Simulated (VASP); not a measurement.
# Mesh, vacuum, cutoff and functional for Ir(110), part 5 of 5

Wanted: the error that each setting leaves in the work function or ionisation potential of Ir(110).

VASP 6.6.1, plane waves and PAW; the level of theory is named at each step.

So far, highest filled level below the vacuum (eV): step 2 (the base run, PBE) 5.06; step 11 (a lower cutoff, ENCUT 210, PBE) 5.07; step 12 (a lower cutoff, ENCUT 280, PBE) 5.06; step 14 (another smearing width, SIGMA 0.4, PBE) 5.01; step 15 (another level, functional LDA, disp none) 5.41.

## (17) Another level, functional RPBE, disp none

This step: RPBE; plane waves and PAW (Ir) (VASP 6.6.1).

Contents of INCAR:

```
SYSTEM = Ir
PREC = Normal
ENCUT = 350
EDIFF = 1E-06
NELM = 120
ISMEAR = 1
SIGMA = 0.1
LREAL = .FALSE.
ALGO = Normal
GGA = RP
NBANDS = 39
LORBIT = 11
LWAVE = .FALSE.
LCHARG = .FALSE.
KPAR = 4
IDIPOL = 3
LDIPOL = .TRUE.
DIPOL = 0.5 0.5 0.5
LVHAR = .TRUE.
LVACPOTAV = .TRUE.
```

Contents of POSCAR:

```
Ir
1.0
    3.8400000000      0.0000000000      0.0000000000
    0.0000000000      2.7152900398      0.0000000000
    0.0000000000      0.0000000000     26.1458701193
Ir
7
Direct
    0.0000000000      0.0000000000      0.3442226233
    0.5000000000      0.5000000000      0.3961484155
    0.0000000000      0.0000000000      0.4480742078
    0.5000000000      0.5000000000      0.5000000000
    0.0000000000      0.0000000000      0.5519257922
    0.5000000000      0.5000000000      0.6038515845
    0.0000000000      0.0000000000      0.6557773767
```

Contents of KPOINTS:

```
Automatic mesh
0
Gamma
7 9 1
0 0 0
```

The projector-augmented-wave data sets are Ir (PBE family, release 64).

Launch:

```sh
mpirun -np 4 vasp_std
```

The log of the run:

```text
[... set-up lines as in an earlier step ...]
 entering main loop
       N       E                     dE             d eps       ncg     rms          rms(c)
DAV:   1     0.491397106233E+03    0.49140E+03   -0.20951E+04  1568   0.101E+03
DAV:   2    -0.104159049889E+02   -0.50181E+03   -0.46605E+03  1702   0.378E+02
DAV:   3    -0.546113279901E+02   -0.44195E+02   -0.40281E+02  2138   0.994E+01
DAV:   4    -0.571315992137E+02   -0.25203E+01   -0.23553E+01  2061   0.243E+01
[...]
DAV:  25    -0.536960365348E+02   -0.11552E-04   -0.22075E-06  1146   0.507E-03    0.641E-03
DAV:  26    -0.536960395259E+02   -0.29911E-05   -0.10402E-06  1141   0.942E-03    0.184E-03
DAV:  27    -0.536960405031E+02   -0.97714E-06   -0.24044E-07   885   0.315E-03
 [... a notice as in an earlier step ...]

   1 F= -.53696041E+02 E0= -.53697405E+02  d E =0.409378E-02
```

It took 38 s on 4 MPI ranks of AMD EPYC 7R43, shared host; peak memory 0.76 GiB.

OUTCAR, selected parts (step 17):

```text
  Total        0.4367638      0.3613701     -1.0143784      0.0000000      0.0000000      0.0000000
  in kB        2.5668868      2.1237934     -5.9615616      0.0000000      0.0000000      0.0000000
  external PRESSURE =      -0.4236271 kB  Pullay stress =       0.0000000 kB

 POSITION                                       TOTAL-FORCE (eV/Angst)
 -----------------------------------------------------------------------------------
      0.00000      0.00000      9.00000        -0.000000     -0.000000      0.842749
      1.92000      1.35765     10.35765        -0.000000     -0.000000     -1.002931
      0.00000      0.00000     11.71529        -0.000000     -0.000000     -0.230575
      1.92000      1.35765     13.07294        -0.000000     -0.000000     -0.000000
      0.00000      0.00000     14.43058         0.000000     -0.000000      0.230575
      1.92000      1.35765     15.78823        -0.000000      0.000000      1.002931
      0.00000      0.00000     17.14587        -0.000000     -0.000000     -0.842749
 -----------------------------------------------------------------------------------
    total drift:                                0.000000     -0.000000     -0.000000

  FREE ENERGIE OF THE ION-ELECTRON SYSTEM (eV)
  ---------------------------------------------------
  free  energy   TOTEN  =       -53.6960405031 eV

  energy  without entropy=      -53.7001342846  energy(sigma->0) =      -53.69740510

[... 2 parts as in an earlier step ...]

[... 1 further part left out ...]
[key lines of the parts left out:]
E-fermi :   0.6262
```

Against the base run its depth below the vacuum changes by -0.16 eV.

## (18) Another level, functional optB88-vdW, disp nonlocal

This step: optB88-vdW; plane waves and PAW (Ir) (VASP 6.6.1).

INCAR: that of step 17 with these lines changed.

```diff
@@ -9,3 +9,8 @@
 ALGO = Normal
-GGA = RP
+GGA = BO
+AGGAC = 0
+LUSE_VDW = .TRUE.
+PARAM1 = 0.1833333333
+PARAM2 = 0.22
+LASPH = .TRUE.
 NBANDS = 39
```

POSCAR is that of step 17.

KPOINTS is that of step 17.

Launch:

```sh
mpirun -np 4 vasp_std
```

The log of the run:

```text
[banner, memory and clock lines left out]
running    4 mpi-ranks, on    1 nodes
[...]
|                                                                             |
|               ----> ADVICE to this user running VASP <----                  |
|                                                                             |
|     You have switched on vdW-DFT.                                           |
|     This routine was written and supplied by Jiri Klimes. We recommend      |
|     that you carefully read and cite the following publications:            |
|       J. Klimes, D.R. Bowler, A. Michelides                                 |
|          J. Phys.: Cond Matt. 22 022201 (2010)                              |
|       J. Klimes, D.R. Bowler, A. Michelides                                 |
|          Phys. Rev. B. 83, 195131 (2011)                                    |
|     and references therein.                                                 |
|                                                                             |

 [... a notice as in an earlier step ...]

 LDA part: xc-table for (Slater+PW92), standard interpolation
 POSCAR, INCAR and KPOINTS ok, starting setup
[...]
entering main loop
       N       E                     dE             d eps       ncg     rms          rms(c)
DAV:   1     0.502450836507E+03    0.50245E+03   -0.20876E+04  1568   0.101E+03
DAV:   2     0.507079480586E+01   -0.49738E+03   -0.46099E+03  1702   0.376E+02
DAV:   3    -0.398277562530E+02   -0.44899E+02   -0.40947E+02  2138   0.996E+01
DAV:   4    -0.423580599798E+02   -0.25303E+01   -0.23524E+01  1977   0.246E+01
[...]
DAV:  27    -0.390165753133E+02   -0.11371E-04   -0.38115E-05  1542   0.343E-02    0.187E-03
DAV:  28    -0.390165663226E+02    0.89907E-05   -0.10968E-05  1470   0.205E-02    0.908E-04
DAV:  29    -0.390165671533E+02   -0.83075E-06   -0.50315E-06  1502   0.199E-02
 [... a notice as in an earlier step ...]

   1 F= -.39016567E+02 E0= -.39018757E+02  d E =0.656931E-02
```

Run time: 1.7 min. Hardware: 4 MPI ranks; peak memory 1.5 GiB; 6.9 min of CPU time.

From OUTCAR (step 18):

```text
  Total       -0.2285081     -0.3179431     -0.8962032      0.0000000      0.0000000      0.0000000
  in kB       -1.3429558     -1.8685705     -5.2670386      0.0000000      0.0000000      0.0000000
  external PRESSURE =      -2.8261883 kB  Pullay stress =       0.0000000 kB

 POSITION                                       TOTAL-FORCE (eV/Angst)
 -----------------------------------------------------------------------------------
      0.00000      0.00000      9.00000         0.000000      0.000000      0.847879
      1.92000      1.35765     10.35765         0.000000      0.000000     -1.016759
      0.00000      0.00000     11.71529         0.000000      0.000000     -0.224480
      1.92000      1.35765     13.07294         0.000000      0.000000      0.000000
      0.00000      0.00000     14.43058        -0.000000      0.000000      0.224480
      1.92000      1.35765     15.78823         0.000000     -0.000000      1.016759
      0.00000      0.00000     17.14587         0.000000      0.000000     -0.847879
 -----------------------------------------------------------------------------------
    total drift:                               -0.000000      0.000000     -0.000000

  FREE ENERGIE OF THE ION-ELECTRON SYSTEM (eV)
  ---------------------------------------------------
  free  energy   TOTEN  =       -39.0165671533 eV

  energy  without entropy=      -39.0231364635  energy(sigma->0) =      -39.01875692

[... 2 parts as in an earlier step ...]

[... 1 further part left out ...]
[key lines of the parts left out:]
E-fermi :   0.2803
```

Against the base run its depth below the vacuum changes by +0.30 eV.

## (19) Another level, functional r2SCAN, disp none

This step: r2SCAN; plane waves and PAW (Ir) (VASP 6.6.1).

INCAR: that of step 18 with these lines changed.

```diff
@@ -9,7 +9,3 @@
 ALGO = Normal
-GGA = BO
-AGGAC = 0
-LUSE_VDW = .TRUE.
-PARAM1 = 0.1833333333
-PARAM2 = 0.22
+METAGGA = R2SCAN
 LASPH = .TRUE.
```

POSCAR is that of step 18.

KPOINTS is that of step 18.

Launch:

```sh
mpirun -np 4 vasp_std
```

The log of the run:

```text
[banner, memory and clock lines left out]
running    4 mpi-ranks, on    1 nodes
[...]
[... a notice as in an earlier step ...]

 LDA part: xc-table for (None), standard interpolation
 POSCAR, INCAR and KPOINTS ok, starting setup
[...]
entering main loop
       N       E                     dE             d eps       ncg     rms          rms(c)
DAV:   1     0.179240705779E+03    0.17924E+03   -0.21306E+04  1568   0.103E+03
DAV:   2    -0.332921704514E+03   -0.51216E+03   -0.47669E+03  1687   0.383E+02
DAV:   3    -0.377220767351E+03   -0.44299E+02   -0.40330E+02  2114   0.101E+02
DAV:   4    -0.379631310475E+03   -0.24105E+01   -0.22765E+01  1986   0.244E+01
[...]
DAV:  25    -0.362261062427E+03   -0.42532E-05   -0.18567E-06  1107   0.105E-02    0.352E-03
DAV:  26    -0.362261063534E+03   -0.11070E-05   -0.39457E-07   937   0.572E-03    0.213E-03
DAV:  27    -0.362261063962E+03   -0.42800E-06   -0.58592E-07   974   0.697E-03
 [... a notice as in an earlier step ...]

   1 F= -.36226106E+03 E0= -.36226245E+03  d E =0.415429E-02
```

Elapsed: 1.9 min, on 4 MPI ranks; peak memory 0.8 GiB; 7.7 min of CPU time.

From OUTCAR (step 19):

```text
  Total       -5.5543417     -6.1308945     -6.1973057      0.0000000      0.0000000      0.0000000
  in kB      -32.6431925    -36.0316272    -36.4219295      0.0000000      0.0000000      0.0000000
  external PRESSURE =     -35.0322497 kB  Pullay stress =       0.0000000 kB

 POSITION                                       TOTAL-FORCE (eV/Angst)
 -----------------------------------------------------------------------------------
      0.00000      0.00000      9.00000        -0.000000      0.000000      1.434920
      1.92000      1.35765     10.35765         0.000000      0.000000     -0.919408
      0.00000      0.00000     11.71529         0.000000     -0.000000     -0.256975
      1.92000      1.35765     13.07294         0.000000      0.000000      0.000000
      0.00000      0.00000     14.43058        -0.000000      0.000000      0.256975
      1.92000      1.35765     15.78823         0.000000      0.000000      0.919408
      0.00000      0.00000     17.14587         0.000000      0.000000     -1.434920
 -----------------------------------------------------------------------------------
    total drift:                                0.000000     -0.000000     -0.000000

  FREE ENERGIE OF THE ION-ELECTRON SYSTEM (eV)
  ---------------------------------------------------
  free  energy   TOTEN  =      -362.2610639624 eV

  energy  without entropy=     -362.2652182519  energy(sigma->0) =     -362.26244873

[... 2 parts as in an earlier step ...]

[... 1 further part left out ...]
[key lines of the parts left out:]
E-fermi :   0.3980
```

Against the base run its depth below the vacuum changes by +0.02 eV.

## (20) Comparing the runs

Times are for 4 MPI ranks of AMD EPYC 7R43, shared host. Results by setting:

| no. | functional | highest filled level below the vacuum (eV) | time | memory (GiB) |
| --- | --- | --- | --- | --- |
| 1 | LDA | 5.414 | 36 s | 0.72 |
| 2 | PBEsol | 5.172 | 38 s | 0.77 |
| 3 | RPBE | 4.902 | 38 s | 0.76 |
| 4 | optB88-vdW | 5.363 | 1.7 min | 1.5 |
| 5 | r2SCAN | 5.082 | 1.9 min | 0.8 |

## (21) With spin orbit coupling

This step: PBE, spin-orbit coupling; plane waves and PAW (Ir) (VASP 6.6.1).

For heavy elements spin-orbit coupling shifts the highest filled levels.

INCAR: that of step 19 with these lines changed.

```diff
@@ -9,5 +9,10 @@
 ALGO = Normal
-METAGGA = R2SCAN
+GGA = PE
+LNONCOLLINEAR = .TRUE.
+MAGMOM = 0 0 0 0 0 0 0 0 0 0 0 0 0 0 0 0 0 0 0 0 0
+NBANDS = 78
+GGA_COMPAT = .FALSE.
 LASPH = .TRUE.
-NBANDS = 39
+LSORBIT = .TRUE.
+LMAXMIX = 4
 LORBIT = 11
```

POSCAR is that of step 19.

KPOINTS is that of step 19.

Launch:

```sh
mpirun -np 4 vasp_ncl
```

The log of the run:

```text
[... set-up lines as in an earlier step ...]
 entering main loop
       N       E                     dE             d eps       ncg     rms          rms(c)
DAV:   1     0.495297965418E+03    0.49530E+03   -0.21152E+04  3184   0.102E+03
DAV:   2    -0.138912380931E+02   -0.50919E+03   -0.47418E+03  3290   0.384E+02
DAV:   3    -0.608094679118E+02   -0.46918E+02   -0.42767E+02  4042   0.104E+02
DAV:   4    -0.643483382153E+02   -0.35389E+01   -0.32726E+01  4498   0.271E+01
[...]
DAV:  27    -0.608176740113E+02   -0.22771E-05   -0.16799E-07  1806   0.244E-03    0.855E-04
DAV:  28    -0.608176756078E+02   -0.15965E-05   -0.24311E-07  1916   0.206E-03    0.694E-04
DAV:  29    -0.608176765850E+02   -0.97722E-06   -0.53426E-08  1708   0.203E-03
 [... a notice as in an earlier step ...]

   1 F= -.60817677E+02 E0= -.60815976E+02  d E =-.510122E-02  mag=     0.0000     0.0000     0.0000
```

Run time: 3.1 min. Hardware: 4 MPI ranks; peak memory 2 GiB.

OUTCAR, selected parts (step 21):

```text
  Total       -0.9706425     -1.9305806     -1.9555112     -0.0000000      0.0000000      0.0000000
  in kB       -5.7045232    -11.3461359    -11.4926542     -0.0000000      0.0000000      0.0000000
  external PRESSURE =      -9.5144378 kB  Pullay stress =       0.0000000 kB

 POSITION                                       TOTAL-FORCE (eV/Angst)
 -----------------------------------------------------------------------------------
      0.00000      0.00000      9.00000        -0.000000     -0.000000      0.939653
      1.92000      1.35765     10.35765        -0.000000      0.000000     -1.039420
      0.00000      0.00000     11.71529        -0.000000     -0.000000     -0.095196
      1.92000      1.35765     13.07294        -0.000000     -0.000000      0.000000
      0.00000      0.00000     14.43058         0.000000      0.000000      0.095196
      1.92000      1.35765     15.78823        -0.000000     -0.000000      1.039420
      0.00000      0.00000     17.14587        -0.000000     -0.000000     -0.939653
 -----------------------------------------------------------------------------------
    total drift:                                0.000000      0.000000      0.000000

  FREE ENERGIE OF THE ION-ELECTRON SYSTEM (eV)
  ---------------------------------------------------
  free  energy   TOTEN  =       -60.8176765850 eV

  energy  without entropy=      -60.8125753657  energy(sigma->0) =      -60.81597618

 magnetization (x)
# of ion       s       p       d       tot
------------------------------------------
    1        0.000   0.000   0.000   0.000
    2        0.000   0.000   0.000   0.000
    3        0.000   0.000   0.000   0.000
    4        0.000   0.000   0.000   0.000
    5        0.000   0.000   0.000   0.000
    6        0.000   0.000   0.000   0.000
    7        0.000   0.000   0.000   0.000
--------------------------------------------------
tot          0.000   0.000   0.000   0.000

 magnetization (y)
# of ion       s       p       d       tot
------------------------------------------
    1        0.000   0.000   0.000   0.000
    2        0.000   0.000   0.000   0.000
    3        0.000   0.000   0.000   0.000
    4        0.000   0.000   0.000   0.000
    5        0.000   0.000   0.000   0.000
    6        0.000   0.000   0.000   0.000
    7        0.000   0.000   0.000   0.000
--------------------------------------------------
tot          0.000   0.000   0.000   0.000

 magnetization (z)
# of ion       s       p       d       tot
------------------------------------------
    1        0.000   0.000   0.000   0.000
    2        0.000   0.000   0.000   0.000
    3        0.000   0.000  -0.000  -0.000
    4        0.000   0.000   0.000   0.000
    5        0.000  -0.000  -0.000  -0.000
    6        0.000   0.000   0.000   0.000
    7        0.000   0.000   0.000   0.000
--------------------------------------------------
tot          0.000   0.000   0.000   0.000

[... 1 part as in an earlier step ...]

[... 2 further parts left out ...]
[key lines of the parts left out:]
E-fermi :   0.5391
```

LASPH is switched on together with spin-orbit coupling, so the change from the scalar run holds both.

Numbers from this step:

| Quantity | Value |
| --- | --- |
| electronic cycles | 29 |
| free energy (TOTEN) | -60.8177 eV |
| energy at zero smearing | -60.8160 eV |
| Fermi energy | 0.5391 eV |
| vacuum levels | 5.566, 5.566 eV |
| work functions of the upper and lower face | 5.027, 5.027 eV |
| highest filled level below the vacuum | 5.027 eV |

The spin moment in the PAW sphere vanishes on all atoms.

Against the base run its depth below the vacuum changes by -0.03 eV.

## (22) The ladder

Times are for 4 MPI ranks of AMD EPYC 7R43, shared host. Results by setting:

| no. | run | electronic cycles | bands | eigenvalues first band | highest filled level below the vacuum (eV) | time | memory (GiB) |
| --- | --- | --- | --- | --- | --- | --- | --- |
| 1 | base run | 27 | 39 | 21 | 5.059 | 38 s | 0.77 |
| 2 | series over the cutoff | 26 | 39 | 21 | 5.065 | 17 s | 0.53 |
| 3 | series over the cutoff | 27 | 39 | 21 | 5.059 | 27 s | 0.65 |
| 4 | series over the smearing | 28 | 39 | 21 | 5.059 | 37 s | 0.77 |
| 5 | series over the smearing | 28 | 39 | 21 | 5.013 | 38 s | 0.77 |
| 6 | with spin orbit coupling | 29 | 78 | 53 | 5.027 | 3.1 min | 2.0 |

## (23) All runs together

This step: slab, study of settings, base PBE; plane waves and PAW (VASP 6.6.1).

No new run; the numbers come from the runs before.

Numbers from this step:

```
highest filled level below the vacuum : 5.059 eV
```

Energies of other functionals are not comparable and are left out. All runs:

| change from the base run | level below the vacuum (eV) | shift (eV) | energy change (meV/atom) | core seconds |
| --- | --- | --- | --- | --- |
| base | 5.059 | 0 | 0 | 152 |
| mesh 2 x 3 | 5.036 | -0.023 | 249.1 | 40.8 |
| mesh 4 x 5 | 5.064 | 0.005 | 25.7 | 77.6 |
| mesh 10 x 14 | 5.028 | -0.031 | 0.9 | 336 |
| vacuum 5 A | - | - | -18.9 | 60 |
| vacuum 8 A | - | - | -0.5 | 73.6 |
| vacuum 24 A | 5.059 | 0 | 0 | 204 |
| cutoff 210 eV | 5.065 | 0.006 | -2.4 | 69.6 |
| cutoff 280 eV | 5.059 | -0.001 | -3 | 108 |
| smearing 0.02 eV | 5.059 | 0 | 0 | 148 |
| smearing 0.4 eV | 5.013 | -0.047 | 1 | 152 |
| LDA | 5.414 | 0.354 | - | 144 |
| PBEsol | 5.172 | 0.113 | - | 152 |
| RPBE | 4.902 | -0.158 | - | 152 |
| optB88-vdW | 5.363 | 0.303 | - | 416 |
| r2SCAN | 5.082 | 0.023 | - | 464 |
| spin-orbit coupling | 5.027 | -0.032 | - | 744 |

## (24) What came out

| Quantity | Value |
| --- | --- |
| highest filled level below the vacuum | 5.06 eV |

In words: The base run puts the highest filled level 5.06 eV below the vacuum at the upper face. Among the meshes tried the largest shift is -0.03 eV (mesh 10 x 14, at 2.2 times the cost). The vacuum widths shift it by about 0.01 eV or less. The lower cutoffs shift it by about 0.01 eV or less. Among the smearing widths the largest shift is -0.05 eV (smearing 0.4 eV, at 1 times the cost). With vacuum 5 A and vacuum 8 A the program printed no vacuum level, so no level is given there, and the line on vacuum widths holds for the others alone. The densest mesh still moves the level by -0.03 eV, so the base mesh is converged no better than that. The functionals span 0.51 eV, from RPBE to LDA. Where the program printed no vacuum level, the number is read from the planar average about a third of the way across the gap. The program warns that it found no field-free region at its default tolerance, also in runs whose level could not be checked against a flat part of the potential; that adds doubt to those levels. The thickness of the slab was not varied, and the small cell can't reconstruct. The run with spin-orbit coupling also switches on LASPH, which the base run lacks. Costs come from a shared host, and the base run also writes a finer density of states, so small ratios mean little. All runs hold the atoms as cut and share one family of PAW data sets, so relaxation and each functional's own lattice are left out. LASPH is on in the runs with optB88-vdW and r2SCAN and off in those with LDA, PBE, PBEsol and RPBE, so these rows differ in more than the functional.

[Lines on the potential files, build, host, timing and source positions are cut from VASP's logs without a mark.]

[Logs are printed without paths, hosts, clocks, repeated set-up lines and the standing remarks that a program may print on its own settings, such as how far it seeks lower states.]

[Hosts, paths, dates, database ids (printed as entryN), source tags and the programs' standing remarks are cut or masked in the printed files.]

[In band tables of VASP the shares of atoms and orbitals are scaled to a sum of 1 inside the atoms' spheres.]

[Runs that stopped without an error message from VASP are left out.]
